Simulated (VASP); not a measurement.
```xyz
4
Lattice="4.0622 0.0000 0.0000 -2.0311 3.5180 0.0000 0.0000 0.0000 6.6599" Properties=species:S:1:pos:R:3 pbc="T T T"
In     0.0000     2.3453     0.0009
In     2.0311     1.1727     3.3309
P      0.0000     2.3453     2.4965
P      2.0311     1.1727     5.8265
```

The numbers are results of PBEsol GGA, VASP's PBE PAW potentials (set 64) (plane waves; VASP), not measurements. Run with 500 eV cut-off, 6×6×4 Γ-centred mesh, Gaussian smearing of 0.050 eV, potentials In_d P.

Unless said otherwise, spin-orbit coupling is left out, though it shifts the bands of the heavy elements here.

Question: What does the run give for the energy per atom (σ→0), pressure, band gap (on the k-mesh) with the smallest direct gap where there is one?

Answer: 
```
Item                                          Value
-----------------------------------  --------------
band gap (on the k-mesh)                    0.99 eV
smallest direct gap (on the k-mesh)         0.99 eV
energy per atom (σ→0)                -4.547 eV/atom
pressure                                   4.98 GPa
```

Total energies compare only between runs with the same potentials, cut-off and functional.

The structure was generated: InP was put into the wurtzite type (P6_3mc), which need not be its known phase. It was relaxed first under an external pressure of 5 GPa.
